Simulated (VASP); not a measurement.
Given:

```xyz
2
Lattice="0.0000 3.2067 3.2067 3.2067 0.0000 3.2067 3.2067 3.2067 0.0000" Properties=species:S:1:pos:R:3 pbc="T T T"
K      0.0000     0.0000     0.0000
Cl     3.2067     3.2067     3.2067
```

The numbers are results of r2SCAN meta-GGA, VASP's PBE PAW potentials (set 64) (plane waves; VASP), not measurements. Run with 520 eV cut-off, 7×7×7 Γ-centred mesh, Gaussian smearing of 0.050 eV, potentials K_sv Cl.

### Question
The job: KCl (rock salt), 2 atoms, r2SCAN, static run, 520 eV, 7×7×7 Γ-centred mesh. Roughly how much core time does it take on a busy server core?

### Answer
About 2 core-minutes (one run on a shared machine, a rough figure). It had 20 irreducible k-points, 12 bands, up to 1807 plane waves and 24 electronic steps.

The compound is KCl in the rock salt structure. This cell is one point of a volume scan, at 1.06 of the reference volume.
